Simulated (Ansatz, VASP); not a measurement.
# BaZrO3 in two plane-wave programs

One calculation is typed for both programs; each brings its own data sets and cutoff. How far apart do they land?

Method: plane waves, with VASP 6.6.1 beside it; relaxation of cell and atoms at r2SCAN and relaxation of cell and atoms at PBE with D3(BJ), in Ansatz 0.2.0.

## 1. Set-up

It takes space group Pm-3m (No. 221, cubic). Conventional cell: a = 4.191 Å, b = 4.191 Å, c = 4.191 Å, α = 90.00°, β = 90.00°, γ = 90.00°. Ba has 12 O at 2.96 Å nearest. Zr has 6 O at 2.10 Å nearest. Nearest to O lie 2 Zr at 2.10 Å and 4 Ba at 2.96 Å. Farther neighbours and most contacts between anions are not listed.

As a file:

```xyz
5
Lattice="4.1913 0.0000 0.0000 0.0000 4.1913 0.0000 0.0000 0.0000 4.1913" Properties=species:S:1:pos:R:3 pbc="T T T"
Ba    0.0000    0.0000    0.0000
Zr    2.0957    2.0957    2.0957
O     0.0000    2.0957    2.0957
O     2.0957    0.0000    2.0957
O     2.0957    2.0957    0.0000
```

## 2. VASP: relaxation of cell and atoms, r2SCAN

The relaxed volume is the usual yardstick between codes: its relative difference is about their pressure difference at one cell divided by the bulk modulus.

Lines of VASP's logs that name or quote its potential files are left out, and so is its time.

INCAR

```
SYSTEM = BaZrO3
PREC = Accurate
ENCUT = 560
EDIFF = 1E-06
NELM = 100
ISMEAR = -1
SIGMA = 0.05
LREAL = .FALSE.
ALGO = Normal
METAGGA = R2SCAN
LASPH = .TRUE.
NBANDS = 26
LORBIT = 11
LWAVE = .FALSE.
LCHARG = .FALSE.
KPAR = 4
IBRION = 2
NSW = 60
ISIF = 3
EDIFFG = -0.01
```

POSCAR

```
BaZrO3
1.0
    4.1913400000      0.0000000000      0.0000000000
    0.0000000000      4.1913400000      0.0000000000
    0.0000000000      0.0000000000      4.1913400000
Ba Zr O
1 1 3
Direct
    0.0000000000      0.0000000000      0.0000000000
    0.5000000000      0.5000000000      0.5000000000
    0.0000000000      0.5000000000      0.5000000000
    0.5000000000      0.0000000000      0.5000000000
    0.5000000000      0.5000000000      0.0000000000
```

KPOINTS

```
Automatic mesh
0
Gamma
5 5 5
0 0 0
```

The projector-augmented-wave data sets are Ba_sv, Zr_sv and O (PBE family, release 64).

Launch:

```bash
$ mpirun -np 4 vasp_std
```

Numbers of over 12 decimals in the logs are rounded to 6 here.

The program printed:

```text
[banner, memory and clock lines left out]
running    4 mpi-ranks, on    1 nodes
 distrk:  each k-point on    1 cores,    4 groups
 distr:  one band on    1 cores,    1 groups

 POSCAR found type information on POSCAR BaZrO
 POSCAR found :  3 types and       5 ions
|                                                                             |
|               ----> ADVICE to this user running VASP <----                  |
|                                                                             |
|     You enforced a specific xc type in the INCAR file but a different       |
|     [... a line on the potential file left out ...]
|     I HOPE YOU KNOW WHAT YOU ARE DOING!                                     |
|                                                                             |

 LDA part: xc-table for (None), standard interpolation
 POSCAR, INCAR and KPOINTS ok, starting setup
 FFT: planning ... GRIDC
 FFT: planning ... GRID_SOFT
 FFT: planning ... GRID
 WAVECAR not read
 entering main loop
       N       E                     dE             d eps       ncg     rms          rms(c)
DAV:   1     0.276704211386E+03    0.27670E+03   -0.23496E+04   520   0.164E+03
DAV:   2    -0.839659895469E+02   -0.36067E+03   -0.35087E+03   648   0.391E+02
DAV:   3    -0.106379839875E+03   -0.22414E+02   -0.22332E+02   836   0.905E+01
DAV:   4    -0.107190728089E+03   -0.81089E+00   -0.80947E+00   732   0.125E+01
DAV:   5    -0.107203104864E+03   -0.12377E-01   -0.12376E-01   756   0.131E+00    0.298E+01
DAV:   6    -0.846943696759E+02    0.22509E+02   -0.25231E+01   658   0.378E+01    0.105E+01
DAV:   7    -0.850516907870E+02   -0.35732E+00   -0.19588E+00   728   0.882E+00    0.549E+00
DAV:   8    -0.851614143390E+02   -0.10972E+00   -0.96132E-01   566   0.642E+00    0.184E+00
DAV:   9    -0.850953896033E+02    0.66025E-01   -0.31049E-01   560   0.308E+00    0.348E-01
DAV:  10    -0.850974475416E+02   -0.20579E-02   -0.11397E-02   698   0.730E-01    0.217E-01
DAV:  11    -0.850981699278E+02   -0.72239E-03   -0.10104E-02   582   0.574E-01    0.184E-01
DAV:  12    -0.850977414387E+02    0.42849E-03   -0.15444E-03   586   0.236E-01    0.474E-02
DAV:  13    -0.850977150150E+02    0.26424E-04   -0.17334E-04   662   0.719E-02    0.740E-03
DAV:  14    -0.850977158998E+02   -0.88487E-06   -0.79344E-06   696   0.183E-02
   1 F= -.85097716E+02 E0= -.85097716E+02  d E =-.850977E+02
 curvature:   0.00 expect dE= 0.000E+00 dE for cont linesearch  0.000E+00
 trial: gam= 0.00000 g(F)=  0.000E+00 g(S)=  0.436E-01 ort = 0.000E+00 (trialstep = 0.100E+01)
 search vector abs. value=  0.436E-01
 bond charge predicted
       N       E                     dE             d eps       ncg     rms          rms(c)
DAV:   1    -0.853449683386E+02   -0.24725E+00   -0.89667E+00   552   0.245E+01    0.522E+00
DAV:   2    -0.851406614214E+02    0.20431E+00   -0.10096E+00   602   0.634E+00    0.203E+00
DAV:   3    -0.850951583986E+02    0.45503E-01   -0.98570E-02   654   0.240E+00    0.510E-01
DAV:   4    -0.850913616034E+02    0.37968E-02   -0.41064E-02   838   0.111E+00    0.397E-01
DAV:   5    -0.850923239629E+02   -0.96236E-03   -0.14907E-03   708   0.255E-01    0.175E-01
DAV:   6    -0.850929636606E+02   -0.63970E-03   -0.20721E-03   770   0.228E-01    0.295E-02
DAV:   7    -0.850929739393E+02   -0.10279E-04   -0.11621E-04   656   0.718E-02    0.252E-02
DAV:   8    -0.850929711680E+02    0.27713E-05   -0.27939E-05   646   0.345E-02    0.534E-03
DAV:   9    -0.850929712109E+02   -0.42878E-07   -0.16169E-06   390   0.899E-03
   2 F= -.85092971E+02 E0= -.85092971E+02  d E =0.474469E-02
 trial-energy change:    0.004745  1 .order    0.003956   -0.043563    0.051475
 step:   0.4461(harm=  0.4584)  dis= 0.00000  next Energy=   -85.107362 (dE=-0.965E-02)
 bond charge predicted
       N       E                     dE             d eps       ncg     rms          rms(c)
DAV:   1    -0.851875279362E+02   -0.94557E-01   -0.27665E+00   536   0.136E+01    0.293E+00
DAV:   2    -0.851213861288E+02    0.66142E-01   -0.29766E-01   582   0.351E+00    0.111E+00
DAV:   3    -0.851076146848E+02    0.13771E-01   -0.29467E-02   688   0.135E+00    0.252E-01
DAV:   4    -0.851066595859E+02    0.95510E-03   -0.94771E-03   888   0.543E-01    0.220E-01
DAV:   5    -0.851070259593E+02   -0.36637E-03   -0.44994E-04   744   0.143E-01    0.787E-02
DAV:   6    -0.851072197603E+02   -0.19380E-03   -0.54245E-04   752   0.111E-01    0.205E-02
DAV:   7    -0.851072306195E+02   -0.10859E-04   -0.14297E-05   652   0.262E-02    0.107E-02
DAV:   8    -0.851072369187E+02   -0.62992E-05   -0.32856E-06   514   0.121E-02    0.156E-03
DAV:   9    -0.851072368204E+02    0.98294E-07   -0.28066E-07   298   0.412E-03
   3 F= -.85107237E+02 E0= -.85107237E+02  d E =-.952092E-02
 curvature:  -0.23 expect dE=-0.279E-07 dE for cont linesearch -0.279E-07
 trial: gam= 0.00000 g(F)=  0.307E-64 g(S)=  0.122E-06 ort =-0.729E-04 (trialstep = 0.889E+00)
 search vector abs. value=  0.122E-06
 reached required accuracy - stopping structural energy minimisation
```

Parts of OUTCAR (step 2):

```text
ion  position               nearest neighbor table
   1  0.000  0.000  0.000-   3 2.96   4 2.96   5 2.96   3 2.96   4 2.96   3 2.96   5 2.96   3 2.96
                             4 2.96   5 2.96   4 2.96   5 2.96   2 3.63   2 3.63   2 3.63   2 3.63
   2  0.500  0.500  0.500-   3 2.10   4 2.10   5 2.10   5 2.10   4 2.10   3 2.10   1 3.63   1 3.63
                             1 3.63   1 3.63   1 3.63   1 3.63   1 3.63   1 3.63
   3  0.000  0.500  0.500-   2 2.10   2 2.10   1 2.96   1 2.96   1 2.96   1 2.96
   4  0.500  0.000  0.500-   2 2.10   2 2.10   1 2.96   1 2.96   1 2.96   1 2.96
   5  0.500  0.500  0.000-   2 2.10   2 2.10   1 2.96   1 2.96   1 2.96   1 2.96

  LATTYP: Found a simple cubic cell.
 ALAT       =     4.1913400000

 Subroutine GETGRP returns: Found 48 space group operations
 (whereof 48 operations were pure point group operations)

The static configuration has the point symmetry O_h .

 Found     10 irreducible k-points:

   k-points           NKPTS =     10   k-points in BZ     NKDIM =     10   number of bands    NBANDS=     26

   dimension x,y,z NGX =    32 NGY =   32 NGZ =   32
   dimension x,y,z NGXF=    64 NGYF=   64 NGZF=   64

   ENCUT  =  560.0 eV  41.16 Ry    6.42 a.u.   8.09  8.09  8.09*2*pi/ulx,y,z

   NELECT =      40.0000    total number of electrons

 k-points in reciprocal lattice and weights: Automatic mesh
   0.00000000  0.00000000  0.00000000       0.008
   0.20000000  0.00000000  0.00000000       0.048
   0.40000000  0.00000000  0.00000000       0.048
   0.20000000  0.20000000  0.00000000       0.096
   0.40000000  0.20000000  0.00000000       0.192
   0.40000000  0.40000000  0.00000000       0.096
   0.20000000  0.20000000  0.20000000       0.064
   0.40000000  0.20000000  0.20000000       0.192
   0.40000000  0.40000000  0.20000000       0.192
   0.40000000  0.40000000  0.40000000       0.064

 average (electrostatic) potential at core
       1 -38.9277       2 -83.7487       3 -73.0765       4 -73.0765       5 -73.0765

 E-fermi :   4.3815

 k-point     1 :       0.0000    0.0000    0.0000
  band No.  band energies     occupation
    ...
     16       2.3828      2.00000
     17       2.3828      2.00000
     18       3.1120      2.00000
     19       3.1120      2.00000
     20       3.1120      2.00000
     21       7.0366      0.00000
     22       7.0366      0.00000
     23       7.0366      0.00000
     24       8.5193      0.00000
     25       8.5193      0.00000
    ...

 k-point     2 :       0.2000    0.0000    0.0000
  band No.  band energies     occupation
    ...
     16       2.0768      2.00000
     17       2.1324      2.00000
     18       2.3251      2.00000
     19       2.9974      2.00000
     20       2.9974      2.00000
     21       7.1673      0.00000
     22       7.8417      0.00000
     23       7.8418      0.00000
     24       9.1046      0.00000
     25       9.1547      0.00000
    ...

 k-point     3 :       0.4000    0.0000    0.0000
  band No.  band energies     occupation
    ...
     16       1.7151      2.00000
     17       1.7151      2.00000
     18       1.7829      2.00000
     19       2.8825      2.00000
     20       2.8825      2.00000
     21       7.4139      0.00000
     22       9.2174      0.00000
     23       9.2174      0.00000
     24      10.0968      0.00000
     25      10.3550      0.00000
    ...

  Total       -0.0020517     -0.0020517     -0.0020517     -0.0000000     -0.0000000      0.0000000
  in kB       -0.0439455     -0.0439455     -0.0439455     -0.0000000     -0.0000000      0.0000000
  external PRESSURE =      -0.0439455 kB  Pullay stress =       0.0000000 kB

  energy-cutoff  :      560.00
  volume of cell :       74.80
      direct lattice vectors                 reciprocal lattice vectors
     4.213470310 -0.000000000  0.000000000     0.237334056 -0.000000000  0.000000000
     0.000000000  4.213470310  0.000000000     0.000000000  0.237334056  0.000000000
    -0.000000000 -0.000000000  4.213470310    -0.000000000 -0.000000000  0.237334056

 POSITION                                       TOTAL-FORCE (eV/Angst)
 -----------------------------------------------------------------------------------
      0.00000      0.00000      0.00000         0.000000     -0.000000      0.000000
      2.10674      2.10674      2.10674        -0.000000     -0.000000      0.000000
      0.00000      2.10674      2.10674        -0.000000     -0.000000      0.000000
      2.10674     -0.00000      2.10674         0.000000      0.000000      0.000000
      2.10674      2.10674      0.00000         0.000000     -0.000000      0.000000
 -----------------------------------------------------------------------------------
    total drift:                                0.000000     -0.000000     -0.000000

  FREE ENERGIE OF THE ION-ELECTRON SYSTEM (eV)
  ---------------------------------------------------
  free  energy   TOTEN  =       -85.1072368204 eV

  energy  without entropy=      -85.1072368203  energy(sigma->0) =      -85.10723682

 reached required accuracy - stopping structural energy minimisation

 total charge
# of ion       s       p       d       tot
------------------------------------------
    1        2.010   5.646   0.240   7.897
    2        2.188   6.080   1.340   9.608
    3        1.562   3.510   0.000   5.072
    4        1.562   3.510   0.000   5.072
    5        1.562   3.510   0.000   5.072
--------------------------------------------------
tot          8.884  22.256   1.580  32.720

[... 3 further parts left out ...]
```

CONTCAR:

```
BaZrO3
   1.00000000000000
     4.2134703097432737   -0.0000000000000000    0.0000000000000000
     0.0000000000000000    4.2134703097432737    0.0000000000000000
    -0.0000000000000000   -0.0000000000000000    4.2134703097432737
  Ba              Zr              O
     1     1     3
Direct
     0.0000000000000000    0.0000000000000000    0.0000000000000000
     0.5000000000000000    0.5000000000000000    0.5000000000000000
     0.0000000000000000    0.5000000000000000    0.5000000000000000
     0.5000000000000000    0.0000000000000000    0.5000000000000000
     0.5000000000000000    0.5000000000000000    0.0000000000000000
```

## 3. Ansatz: relaxation of cell and atoms, r2SCAN

Ansatz runs on its default PAW (the set named soft_2) files.

The same cell, functional, mesh and smearing now go to Ansatz, which takes its cutoff from its data sets.

input.yaml

```yaml
crystal:
  lattice:
    - [4.19134, 0.0, 0.0]
    - [0.0, 4.19134, 0.0]
    - [0.0, 0.0, 4.19134]
  atoms:
    - { symbol: Ba, position: [0.0, 0.0, 0.0] }
    - { symbol: Zr, position: [0.5, 0.5, 0.5] }
    - { symbol: O, position: [0.0, 0.5, 0.5] }
    - { symbol: O, position: [0.5, 0.0, 0.5] }
    - { symbol: O, position: [0.5, 0.5, 0.0] }
hamiltonian:
  xc: r2scan
  pseudopotentials: { kind: paw }
kpoints:
  mp_grid: { grid: [5, 5, 5] }
scf:
  occupations: { method: fermi_dirac, width: 0.05 }
relax:
  f_tol: 0.01
  max_steps: 60
  cell: { stress_tol: 0.05 }
output:
  forces: true
  stress: true
```

Launch:

```bash
$ ansatz run input.yaml --threads 4 --pin off --max-ram 9216MiB --backend cpu --events-out ev --progress --plain --runs-dir out
```

The program printed:

```text
Engine: ansatz 0.2.0, aarch64-unknown-linux-gnu
Pseudopotentials: kind: paw
Pseudopotential: Ba, paw, valence charge 10, recommended cutoff 500 eV (meta_gga), Ba.paw.azcp
Pseudopotential: Zr, paw, valence charge 12, recommended cutoff 500 eV (meta_gga), Zr.paw.azcp
Pseudopotential: O, paw, valence charge 6, recommended cutoff 500 eV (meta_gga), O.paw.azcp
Functional definition: r2SCAN
  parameter k0 = 0.174
  parameter k1 = 0.065
  parameter a1 = 4.9479
  exchange = r2scan_x(k0 = k0, k1 = k1, a1 = a1)
  correlation = r2scan_c
Crystal: 5 atoms, lattice volume = 73.631 Å³
Basis set: ecut = 500 eV, 1863 PW (Γ), exchange–correlation on 128×128×128 points (64 copies of the dense FFT grid, shifted against one another)
Bands: 25, of which v1, the nominal top of the filled ones, is band 20 counted from 1 (19 counted from 0)
Symmetry: 48 space group operations
Space group: Pm-3m (ITA 221), of the structure as read, at distance tolerance 4.2e-5 Å
k-points: 10 of 125
Non-local potential: Ba, projectors of the file, l = 0: 3, l = 1: 2, l = 2: 2, l = 3: 2
Non-local potential: Zr, projectors of the file, l = 0: 3, l = 1: 2, l = 2: 2, l = 3: 2
Non-local potential: O, projectors of the file, l = 0: 2, l = 1: 2, l = 2: 1
PAW form: soft (Blöchl's): semilocal exchange-correlation on the pseudo side does not see the compensation charge
PAW frozen core: Ba, regenerated for the run's functional (the file was generated under x = pbe(κ = 0.804, μ = 0.219515), c = pbe(β = 0.066725))
PAW frozen core: Zr, regenerated for the run's functional (the file was generated under x = pbe(κ = 0.804, μ = 0.219515), c = pbe(β = 0.066725))
PAW frozen core: O, regenerated for the run's functional (the file was generated under x = pbe(κ = 0.804, μ = 0.219515), c = pbe(β = 0.066725))
PAW one-centre angular grid: Ba, 302 points (default); XC on 160 Gauss nodes
PAW one-centre angular grid: Zr, 590 points (default); XC on 160 Gauss nodes
PAW one-centre angular grid: O, 302 points (default); XC on 160 Gauss nodes
Initial density: superposition of atomic densities (neutral atoms: chi_scale 0, normalization atom), corrected by the library's trained network
Initial wavefunctions: pseudopotential atomic-orbital guess
Functional: x = r2scan, c = r2scan; τ floored in thin density (d = 2e-4 eV/Å³)
SCF iter   1: F=—  HF=-11875.308027 eV  |F-HF|=—  |Δ(HF+E_count)|=         —  Δρ=1.17e-2  dr2=1.33e-1  dr2_τ=2.32e-1  ethr=1.77e-3  ⟨swp⟩=6.2  Hψ=1248  notcnv=0
preconditioner: auto → Resta (q_TF=auto, 2.464 Å⁻¹)  ε∞=3.4  [insulator: Δε(μ)=4.153 eV  Ē_g=17.186 eV  σ=0.050 eV  W_gap=1.00  n_scr=18 (ndim 8)  ℏωp=26.7 eV  f_vac=0.000  D(μ)=0.00/eV (n_scr^D=0)  ε∞_Penn≈3.4]
SCF iter   2: F=—  HF=-11875.420666 eV  |F-HF|=—  |Δ(HF+E_count)|=   1.13e-1  Δρ=5.69e-3  dr2=1.00e-2  dr2_τ=5.26e-3  ethr=3.32e-4  ⟨swp⟩=2.6  Hψ=535  notcnv=0  defer=10
SCF iter   3: F=—  HF=-11875.419301 eV  |F-HF|=—  |Δ(HF+E_count)|=   1.36e-3  Δρ=2.35e-3  dr2=2.58e-3  dr2_τ=2.71e-4  ethr=2.50e-5  ⟨swp⟩=2.4  Hψ=456  notcnv=0  defer=10
SCF iter   4: F=—  HF=-11875.418845 eV  |F-HF|=—  |Δ(HF+E_count)|=   4.56e-4  Δρ=4.02e-4  dr2=6.24e-5  dr2_τ=1.27e-5  ethr=6.44e-6  ⟨swp⟩=2.9  Hψ=494  notcnv=0  defer=10
SCF iter   5: F=—  HF=-11875.418865 eV  |F-HF|=—  |Δ(HF+E_count)|=   2.07e-5  Δρ=8.73e-5  dr2=5.84e-6  dr2_τ=3.77e-7  ethr=1.56e-7  ⟨swp⟩=3.0  Hψ=448  notcnv=0  defer=10
SCF iter   6: F=—  HF=-11875.418866 eV  |F-HF|=—  |Δ(HF+E_count)|=   2.36e-7  Δρ=2.06e-5  dr2=3.36e-7  dr2_τ=3.45e-8  ethr=1.46e-8  ⟨swp⟩=2.0  Hψ=389  notcnv=0  defer=10
SCF iter   7: F=-11875.418866 eV  HF=-11875.418866 eV  |F-HF|=1.15e-8  |Δ(HF+E_count)|=   3.55e-8  Δρ=4.76e-6  dr2=1.83e-8  dr2_τ=5.39e-10  ethr=2.50e-10  ⟨swp⟩=4.0  Hψ=888  notcnv=0
SCF 1 converged in 7 iterations: F = -11875.418866 eV  dr2 = 1.83e-8
  greatest PAW one-centre occupation: 0.991 electrons in one spin orbital (limit 2), on the Zr atom at site 1 (counted from 0), in its partial waves of l = 1
relax step   1: F+E_penalty+E_count = -11875.41886555 eV  Δ(F+E_penalty+E_count) = +0.000e0 eV  max|allowed force component| = 3.211e-29 eV/Å  Δτ_max = 0.0000 Å  P = +1.638 GPa  Ω = 73.631 Å³  (7 SCF iters, dr2 threshold 1.00e-7 eV, accepted)
[...]
relax step   2: F+E_penalty+E_count = -11875.42100504 eV  Δ(F+E_penalty+E_count) = -2.139e-3 eV  max|allowed force component| = 5.167e-30 eV/Å  Δτ_max = 0.0000 Å  P = -0.857 GPa  Ω = 74.754 Å³  energy of the carried Pulay correction = -4.817e-4 eV  (6 SCF iters, dr2 threshold 5.00e-7 eV, accepted)
[...]
relax step   3: F+E_penalty+E_count = -11875.42223497 eV  Δ(F+E_penalty+E_count) = -1.230e-3 eV  max|allowed force component| = 3.261e-30 eV/Å  Δτ_max = 0.0000 Å  P = -0.014 GPa  Ω = 74.364 Å³  energy of the carried Pulay correction = -3.155e-4 eV  (4 SCF iters, dr2 threshold 5.00e-7 eV, accepted)
[...]
relax step   4: F+E_penalty+E_count = -11875.42258722 eV  Δ(F+E_penalty+E_count) = -3.523e-4 eV  max|allowed force component| = 1.392e-29 eV/Å  Δτ_max = 0.0000 Å  P = -0.017 GPa  Ω = 74.364 Å³  stress off target by 1.72e-2 GPa  SCF on the basis re-selected at this cell (its energy is not comparable with the rows above)  (6 SCF iters)
basis re-selected at this cell: Δ(F+E_penalty+E_count) = -3.523e-4 eV, ΔP = -0.003 GPa vs the last step (what re-selecting the basis moved, of the pressure what is left beyond the Pulay correction that the steps carried, after the strain that the cell walked since its last selection, with what the two solves' SCF thresholds leave and, on support functions, any second-order correction that the steps lacked; it is no m [...]
SCF converged after 6 iterations
Free energy (F): -11875.422587 eV
Harris-Foulkes:  -11875.422587 eV  (|F-HF|=1.27e-11)
Internal energy: -11875.422587 eV  (E = F + TS)
E sigma→0 (E₀):  -11875.422587 eV
Fermi energy:    11.253286 eV
--- Per-component energies (eV) ---
  E_band       = -125.911057
  E_kinetic    = 1035.258539
  E_local      = -1951.489403  (includes V_loc(G=0)·N_el)
  E_nonlocal   = 272.166297
  E_hartree    = 692.446655
  E_xc         = -538.164392
  E_vxc        = -682.773411  (∫ρ·V_xc dr)
  E_paw        = -8700.565842  (= ΣΔE_a)
  E_vpaw       = -224.272279  (= ΣTr[D̂ρ^β])
  E_aug_tail   = 0.003017  (compensation charges beyond the density's cutoff)
  E_vtau       = 40.302964  (kinetic-family band-sum trace: ∫τ·v_τ [+ j·A + Jᵃ·Aᵃ] dr)
  E_ewald      = -2684.887309
  E_core_change = -0.190148  (= ΣΔE_core)
  E_smearing   = -0.000000  (= −TS)
  E_closure    = -0.000000  (closes the sum)
  Σ components = -11875.422587   (vs F -11875.422587, Δ=0.00e0)
--- Forces (eV/Å), atoms counted from 1 ---
  atom   1  Ba     0.00000000    -0.00000000    -0.00000000
  atom   2  Zr     0.00000000     0.00000000    -0.00000000
  atom   3  O      0.00000000     0.00000000     0.00000000
  atom   4  O      0.00000000     0.00000000     0.00000000
  atom   5  O      0.00000000     0.00000000     0.00000000
  max |Σ_I F_I| component: 2.50e-29 eV/Å
--- Stress (GPa, compression-positive) ---
       -0.017167      -0.000000       0.000000
       -0.000000      -0.017167      -0.000000
        0.000000      -0.000000      -0.017167
  P = ⅓ Tr σ = -0.0172 GPa (-0.172 kbar)
--- Relaxed structure (3 steps of the walk, 3 accepted, 1 SCFs on fresh bases) ---
  F+E_penalty+E_count = -11875.42258722 eV   max|allowed force component| = 1.392e-29 eV/Å   (the final SCF, on the basis selected at the relaxed cell)
  cell:  # Å, volume = 74.3645 Å³
    - [4.205218, 0, 0]
    - [0, 4.205218, 0.0]
    - [0, 0.0, 4.205218]
  atoms:
    - { symbol: Ba, position: [0, 0, 0] }
    - { symbol: Zr, position: [0.5, 0.5, 0.5] }
    - { symbol: O, position: [0, 0.5, 0.5] }
    - { symbol: O, position: [0.5, 0, 0.5] }
    - { symbol: O, position: [0.5, 0.5, 0] }
```

The job ended after 3.5 s (4 threads of Arm Neoverse V2, shared host; peak memory 0.52 GiB; 12 s of CPU time).

(Continued in part 2 of 2.)

[Lines on the potential files, build, host, timing and source positions are cut from VASP's logs without a mark.]

[Logs are printed without paths, hosts, clocks, repeated set-up lines and the standing remarks that a program may print on its own settings, such as how far it seeks lower states.]

[Hosts, paths, dates, database ids (printed as entryN), source tags and the programs' standing remarks are cut or masked in the printed files.]
